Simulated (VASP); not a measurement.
Input of a VASP 6.6.1 run:

INCAR

```
PREC = Accurate ; ENCUT = 600
EDIFF = 1E-7 ; ISMEAR = -1
SIGMA = 0.05 ; LREAL = False
LASPH = True ; NELM = 60
ALGO = Normal ; ISIF = 3
LWAVE = False ; LCHARG = False
GGA = CA ; IBRION = 2
NSW = 60 ; EDIFFG = -0.02
PSTRESS = 50
```

Contents of KPOINTS:

```
Automatic mesh
0
Gamma
  6 6 5
```

POSCAR

```
LiYHg
1.0
    4.2179400000      0.0000000000      0.0000000000
    0.0000000000      4.2179400000      0.0000000000
    0.0000000000      0.0000000000      5.2510900000
Li Y Hg
1 1 1
Direct
    0.5000000000      0.5000000000      0.5000000000
    0.0000000000      0.0000000000      0.0000000000
    0.5000000000      0.5000000000      0.0000000000
```

Potentials or basis: VASP PAW LDA potentials, release 64 (Li_sv, Y_sv, Hg).

Launch:

```bash
$ cat potpaw_LDA.64/Li_sv/POTCAR potpaw_LDA.64/Y_sv/POTCAR potpaw_LDA.64/Hg/POTCAR > POTCAR
$ mpirun -np 1 vasp_std > vasp.out
```

Q: Estimate the relaxed volume.

A: 25.66 Å³/atom.

Q: Estimate the space group after relaxing (to 0.05 Å).

A: P4/mmm (No. 123).

Q: What does it give for the relaxed cell?

A: a = 3.993 Å, b = 3.993 Å, c = 4.828 Å, α = 90.00°, β = 90.00°, γ = 90.00°.

Q: What does it give for the band gap on the k mesh?

A: None (metal or under the smearing width).

The path:
| step | energy change (eV) | largest force (eV/Å) | pressure (GPa) | volume (Å³) |
| --- | --- | --- | --- | --- |
| 1 | 0.0000 | 0.0000 | -2.85 | 93.42 |
| 2 | 0.2433 | 0.0000 | 8.98 | 74.25 |
| 3 | 0.0365 | 0.0000 | 4.71 | 78.88 |
| 4 | 0.0456 | 0.0000 | 4.94 | 77.56 |
| 5 | 0.0602 | 0.0000 | 5.06 | 76.98 |

Caveat: the cutoff is under 1.25 times the usual one of these potentials, so pressure, stress and relaxed cells hold a basis-set (Pulay) error; the cell is relaxed towards a set pressure, so the enthalpy falls and the energy may rise; the volume moved by over 15 % at a fixed basis, so the end points are rough. The run has no spin-orbit coupling, so splittings on Hg are missing.
